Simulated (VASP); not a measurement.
Level of theory: PBE GGA, VASP's PBE PAW potentials (set 64) (plane waves; VASP).

The input files of a VASP run:

INCAR:
```
ALGO  =  Fast
EDIFF  =  1E-5
EDIFFG  =  -0.03
ENCUT  =  400
GGA  =  PE
IBRION  =  2
ISIF  =  2
ISMEAR  =  1
LASPH  =  .TRUE.
LCHARG  =  .FALSE.
LMAXMIX  =  4
LREAL  =  .FALSE.
LWAVE  =  .FALSE.
NELM  =  100
NELMIN  =  4
NSW  =  20
PREC  =  Normal
SIGMA  =  0.1
SYSTEM  =  Cu
```

### POSCAR
```
Cu
1
   -0.0000000000     1.8157517273     1.8157517273
    1.8157517273    -0.0000000000     1.8157517273
    1.8157517273     1.8157517273    -0.0000000000
Cu
1
Direct
  0.0000000000   0.0000000000   0.0000000000
```

KPOINTS:
```
K-points
0
gamma
 20 20 20
```

POTCAR, in this order: Cu (PBE.64 set). Program: vasp_std.

Output of the run:

### OUTCAR
```
 ion  position               nearest neighbor table
   1  0.000  0.000  0.000-
  LATTYP: Found a face centered cubic cell.
 ALAT       =     3.6315034546
 Subroutine PRICEL returns:
 Original cell was already a primitive cell.
 Subroutine GETGRP returns: Found 48 space group operations
The static configuration has the point symmetry O_h .
The dynamic configuration has the point symmetry O_h .
 Subroutine INISYM returns: Found 48 space group operations
 Subroutine IBZKPT returns following result:
 Found    256 irreducible k-points:

 Following reciprocal coordinates:
            Coordinates               Weight
  0.000000  0.000000  0.000000      1.000000
  0.050000  0.000000  0.000000      8.000000
  0.100000  0.000000  0.000000      8.000000
  0.150000  0.000000  0.000000      8.000000
  0.200000  0.000000  0.000000      8.000000
  0.250000  0.000000  0.000000      8.000000
  0.300000  0.000000  0.000000      8.000000
  0.350000  0.000000  0.000000      8.000000
  0.400000  0.000000  0.000000      8.000000
  0.450000  0.000000  0.000000      8.000000
...
```

### OSZICAR
```
       N       E                     dE             d eps       ncg     rms          rms(c)
DAV:   1     0.302406185031E+02    0.30241E+02   -0.48927E+03  4817   0.169E+03
DAV:   2    -0.428924027733E+01   -0.34530E+02   -0.32650E+02  4639   0.178E+02
DAV:   3    -0.462293386492E+01   -0.33369E+00   -0.33306E+00  5532   0.256E+01
DAV:   4    -0.462504356979E+01   -0.21097E-02   -0.21095E-02  5683   0.180E+00
DAV:   5    -0.462506700580E+01   -0.23436E-04   -0.23436E-04  5377   0.151E-01    0.763E+00
RMM:   6    -0.407601285293E+01    0.54905E+00   -0.54962E+00  4629   0.578E+01    0.443E+00
RMM:   7    -0.373997474312E+01    0.33604E+00   -0.10126E+00  4624   0.259E+01    0.102E+00
RMM:   8    -0.373138113750E+01    0.85936E-02   -0.28895E-02  4614   0.212E+00    0.305E-01
RMM:   9    -0.372984071853E+01    0.15404E-02   -0.78228E-03  4679   0.229E+00    0.280E-02
RMM:  10    -0.372998712407E+01   -0.14641E-03   -0.12301E-03  4931   0.449E-01    0.178E-02
RMM:  11    -0.373001672247E+01   -0.29598E-04   -0.21227E-04  4629   0.354E-01    0.470E-02
RMM:  12    -0.372999090521E+01    0.25817E-04   -0.74083E-05  4326   0.185E-01    0.106E-03
RMM:  13    -0.372999370953E+01   -0.28043E-05   -0.23069E-05  3519   0.555E-02
   1 F= -.37299937E+01 E0= -.37300480E+01  d E =-.372999E+01
```

**OUTCAR**
```
------------------------ aborting loop because EDIFF is reached ----------------------------------------
  FORCE on cell =-STRESS in cart. coord.  units (eV):
  Direction    XX          YY          ZZ          XY          YZ          ZX
  --------------------------------------------------------------------------------------
  Total        0.0028107      0.0028107      0.0028107      0.0000000     -0.0000000      0.0000000
  in kB        0.3761214      0.3761214      0.3761214      0.0000000     -0.0000000      0.0000000
  external PRESSURE =       0.3761214 kB  Pullay stress =       0.0000000 kB
  volume of cell :       11.97
      direct lattice vectors                 reciprocal lattice vectors
     0.000000000  1.815751727  1.815751727    -0.275368043  0.275368043  0.275368043
     1.815751727  0.000000000  1.815751727     0.275368043 -0.275368043  0.275368043
     1.815751727  1.815751727  0.000000000     0.275368043  0.275368043 -0.275368043
 POSITION                                       TOTAL-FORCE (eV/Angst)
 -----------------------------------------------------------------------------------
      0.00000      0.00000      0.00000        -0.000000     -0.000000      0.000000
 -----------------------------------------------------------------------------------
    total drift:                               -0.000000     -0.000000     -0.000000
  FREE ENERGIE OF THE ION-ELECTRON SYSTEM (eV)
  ---------------------------------------------------
  free  energy   TOTEN  =        -3.7299937095 eV

  energy  without entropy=       -3.7301567199  energy(sigma->0) =       -3.73004805

 reached required accuracy - stopping structural energy minimisation
```
(Selected blocks of OUTCAR.)

The compound is Cu in the fcc structure. It was relaxed first.
